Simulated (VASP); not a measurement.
Output of a VASP run:

OSZICAR:
```
       N       E                     dE             d eps       ncg     rms          rms(c)
DAV:   1     0.624725419029E+02    0.62473E+02   -0.70039E+03   856   0.116E+03
DAV:   2    -0.628598929626E+01   -0.68759E+02   -0.63318E+02   952   0.193E+02
DAV:   3    -0.816617183519E+01   -0.18802E+01   -0.18636E+01  1064   0.315E+01
DAV:   4    -0.818330056634E+01   -0.17129E-01   -0.17121E-01   996   0.351E+00
DAV:   5    -0.818357017559E+01   -0.26961E-03   -0.26960E-03  1064   0.481E-01    0.832E+00
DAV:   6    -0.714599569006E+01    0.10376E+01   -0.61204E+00   948   0.275E+01    0.393E+00
DAV:   7    -0.707473310733E+01    0.71263E-01   -0.30324E-01   884   0.654E+00    0.177E+00
DAV:   8    -0.705263906446E+01    0.22094E-01   -0.32434E-02   956   0.143E+00    0.394E-01
DAV:   9    -0.705177996768E+01    0.85910E-03   -0.43594E-03   976   0.789E-01    0.186E-01
DAV:  10    -0.705194759601E+01   -0.16763E-03   -0.30656E-04   904   0.149E-01    0.347E-02
DAV:  11    -0.705194469342E+01    0.29026E-05   -0.89907E-06  1032   0.261E-02    0.158E-02
DAV:  12    -0.705194590716E+01   -0.12137E-05   -0.32498E-06   880   0.142E-02    0.355E-03
DAV:  13    -0.705194593526E+01   -0.28100E-07   -0.32086E-07  1012   0.552E-03
   1 F= -.70519459E+01 E0= -.70512073E+01  d E =-.221598E-02
```

### OUTCAR
```
------------------------ aborting loop because EDIFF is reached ----------------------------------------
  FORCE on cell =-STRESS in cart. coord.  units (eV):
  Direction    XX          YY          ZZ          XY          YZ          ZX
  --------------------------------------------------------------------------------------
  Total       -1.9762727     -1.9762727     -1.9762727      0.0000000      0.0000000      0.0000000
  in kB      -54.5827426    -54.5827426    -54.5827426      0.0000000      0.0000000      0.0000000
  external PRESSURE =     -54.5827426 kB  Pullay stress =       0.0000000 kB
  volume of cell :       58.01
      direct lattice vectors                 reciprocal lattice vectors
     0.000000000  3.072491567  3.072491567    -0.162734377  0.162734377  0.162734377
     3.072491567  0.000000000  3.072491567     0.162734377 -0.162734377  0.162734377
     3.072491567  3.072491567  0.000000000     0.162734377  0.162734377 -0.162734377
 POSITION                                       TOTAL-FORCE (eV/Angst)
 -----------------------------------------------------------------------------------
      1.53625      1.53625      1.53625         0.000000      0.000000      0.000000
      4.60874      4.60874      4.60874        -0.000000     -0.000000     -0.000000
      0.00000      0.00000      0.00000         0.000000      0.000000     -0.000000
 -----------------------------------------------------------------------------------
    total drift:                                0.000000     -0.000000      0.000000
  FREE ENERGIE OF THE ION-ELECTRON SYSTEM (eV)
  ---------------------------------------------------
  free  energy   TOTEN  =        -7.0519459353 eV

  energy  without entropy=       -7.0497299508  energy(sigma->0) =       -7.05120727
```
(Selected blocks of OUTCAR.)

### POSCAR
```
AuAl2
1
    0.0000000000     3.0724915666     3.0724915666
    3.0724915666     0.0000000000     3.0724915666
    3.0724915666     3.0724915666     0.0000000000
Al Au
2 1
Direct
  0.2500000000   0.2500000000   0.2500000000
  0.7500000000   0.7500000000   0.7500000000
  0.0000000000   0.0000000000   0.0000000000
```

Question: Reconstruct the remaining input files.

Answer: One answer among several that fit: the input of the run itself, optB86b-vdW, plane waves, VASP's PBE PAW potentials (set 64).

INCAR:
```
AGGAC=0.0
ALGO=Normal
EDIFF=1E-7
ENCUT=520
GGA=MK
ISIF=2
ISMEAR=1
LASPH=T
LCHARG=F
LMAXMIX=6
LREAL=F
LUSE_VDW=T
LWAVE=F
NELM=100
PARAM1=0.1234
PARAM2=1.0
PREC=Accurate
SIGMA=0.1
SYSTEM=AuAl2
```

KPOINTS:
```
kpoints
0
Gamma
 9 9 9
0 0 0
```

POTCAR, in this order: Al Au (PBE.64 set). Program: vasp_std.

The compound is AuAl2 in the fluorite structure. This cell is one point of a volume scan, at 1.06 of the reference volume. The electron count is odd and the run is not spin-polarised, which forces a metal.
